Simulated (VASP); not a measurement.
Method: vdW-DF2, VASP's PBE PAW potentials (set 64) (plane waves; VASP).

A VASP calculation is set up with these files.

KPOINTS:
```
K-points
0
gamma
  8 8 8
0 0 0
```

INCAR:
```
SYSTEM = CuI
PREC = Accurate
ENCUT = 520
EDIFF = 1E-7
NELM = 100
ALGO = Normal
LREAL = .FALSE.
LASPH = .TRUE.
ISMEAR = -5
GGA = ML
ZAB_VDW = -1.8867
LUSE_VDW = .TRUE.
AGGAC = 0.0
LMAXMIX = 4
LWAVE = .FALSE.
LCHARG = .TRUE.
LORBIT = 11
NEDOS = 601
ISIF = 2
```

**POSCAR**
```
CuI
1
    0.0000000000     3.1527127025     3.1527127025
    3.1527127025     0.0000000000     3.1527127025
    3.1527127025     3.1527127025     0.0000000000
Cu I
1 1
Direct
  0.0000000000   0.0000000000   0.0000000000
  0.2500000000   0.2500000000   0.2500000000
```

POTCAR, in this order: Cu I (PBE.64 set). Program: vasp_std.

The run wrote:

OSZICAR:
```
       N       E                     dE             d eps       ncg     rms          rms(c)
DAV:   1     0.112681963498E+03    0.11268E+03   -0.79152E+03   754   0.143E+03
DAV:   2     0.814951624730E+01   -0.10453E+03   -0.98427E+02   764   0.263E+02
DAV:   3    -0.248676148790E+00   -0.83982E+01   -0.82525E+01  1012   0.848E+01
DAV:   4    -0.550490178553E+00   -0.30181E+00   -0.30161E+00   869   0.147E+01
DAV:   5    -0.560155743249E+00   -0.96656E-02   -0.96653E-02  1074   0.279E+00    0.403E+00
DAV:   6    -0.491362643170E+00    0.68793E-01   -0.21961E+00   793   0.412E+01    0.253E+00
DAV:   7    -0.416999327804E+00    0.74363E-01   -0.46968E-01   829   0.232E+01    0.131E+00
DAV:   8    -0.417947904099E+00   -0.94858E-03   -0.28299E-02  1158   0.248E+00    0.346E-01
DAV:   9    -0.416522879347E+00    0.14250E-02   -0.66347E-03   934   0.249E+00    0.149E-01
DAV:  10    -0.416576666842E+00   -0.53787E-04   -0.56391E-04  1161   0.296E-01    0.173E-02
DAV:  11    -0.416577982799E+00   -0.13160E-05   -0.31893E-05   969   0.147E-01    0.188E-02
DAV:  12    -0.416577516459E+00    0.46634E-06   -0.84220E-06  1065   0.962E-02    0.362E-03
DAV:  13    -0.416577486699E+00    0.29760E-07   -0.11484E-06   879   0.102E-02    0.116E-03
DAV:  14    -0.416577466327E+00    0.20372E-07   -0.11229E-07   452   0.119E-02
   1 F= -.41657747E+00 E0= -.41657747E+00  d E =0.000000E+00
```

OUTCAR:
```
------------------------ aborting loop because EDIFF is reached ----------------------------------------
  FORCE on cell =-STRESS in cart. coord.  units (eV):
  Direction    XX          YY          ZZ          XY          YZ          ZX
  --------------------------------------------------------------------------------------
  Total       -0.0002303     -0.0002303     -0.0002303      0.0000000      0.0000000      0.0000000
  in kB       -0.0058877     -0.0058877     -0.0058877      0.0000000      0.0000000      0.0000000
  external PRESSURE =      -0.0058877 kB  Pullay stress =       0.0000000 kB
  volume of cell :       62.67
      direct lattice vectors                 reciprocal lattice vectors
     0.000000000  3.152712703  3.152712703    -0.158593582  0.158593582  0.158593582
     3.152712703  0.000000000  3.152712703     0.158593582 -0.158593582  0.158593582
     3.152712703  3.152712703  0.000000000     0.158593582  0.158593582 -0.158593582
  FREE ENERGIE OF THE ION-ELECTRON SYSTEM (eV)
  ---------------------------------------------------
  free  energy   TOTEN  =        -0.4165774663 eV

  energy  without entropy=       -0.4165774663  energy(sigma->0) =       -0.41657747

 total charge

# of ion       s       p       d       tot
------------------------------------------
    1        0.310   0.204   9.375   9.889
    2        1.515   2.742   0.035   4.293
--------------------------------------------------
tot          1.825   2.947   9.410  14.182
```
(Selected blocks of OUTCAR.)

The compound is CuI in the zinc blende structure. It was relaxed first, which changed the volume by +13 %.
